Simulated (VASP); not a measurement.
Here is the system:

```
CELL_PARAMETERS angstrom
      0.00000     2.35000     2.35000
      2.35000     0.00000     2.35000
      2.35000     2.35000     0.00000
ATOMIC_POSITIONS crystal
  Zr 0.00000 0.00000 0.00000
  C  0.50000 0.50000 0.50000
```

The numbers are results of PBEsol GGA, VASP's PBE PAW potentials (set 64) (plane waves; VASP 6.6.1), not measurements. Settings: 400 eV cut-off, 10×10×10 Γ-centred mesh, Fermi-Dirac smearing of 0.14 eV, potentials Zr_sv C.

At this cut-off the stress carries a Pulay error, which pulls relaxed volumes low.

Give the stress tensor in GPa (positive for a compressed cell).

```
-5.05   0.00   0.00
 0.00  -5.05   0.00
 0.00   0.00  -5.05
```
The pressure is its mean diagonal, -5.05 GPa.

The structure is a typed ZrC crystal (Fm-3m). The cell was not relaxed at this level.
